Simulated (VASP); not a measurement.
**NiSb (relaxed from the wurtzite structure, space group P6_3mc): computed properties**

The numbers are results of PBEsol GGA, VASP's PBE PAW potentials (set 64) (plane waves; VASP), not measurements.

```json
{
 "space_group": "P6_3mc (186)",
 "cell": "a = b = 3.3015 Å, c = 8.1348 Å, α = β = 90.00°, γ = 120.00°",
 "volume_per_atom": "19.20 Å³/atom",
 "band gap (over mesh and band path)": "none (metal, semimetal or under 0.01 eV)",
 "density": "7.80 g/cm³"
}
```

NiSb is taken in the hexagonal space group P6₃mc (No. 186), Pearson symbol hP4. Cell: a = b = 3.3015 Å, c = 8.1348 Å, α = β = 90.00°, γ = 120.00°. Ni on 2b is coordinated by 4 Sb at 2.477–2.485 Å. Sb on 2b is coordinated by 4 Ni at 2.477–2.485 Å and 6 Sb at 3.302 Å. (Neighbours: up to the widest gap in distance over summed covalent radii, below 1.35, at either atom; cation-cation and far metal-metal contacts left out.)

Unless said otherwise, spin-orbit coupling is left out, though it shifts the bands of the heavy elements here.

The structure was generated: NiSb was put into the wurtzite type (P6_3mc), which need not be its known phase. It was relaxed first, which changed the volume by -31 %. Symmetry was kept, so distortions that lower it aren't found.
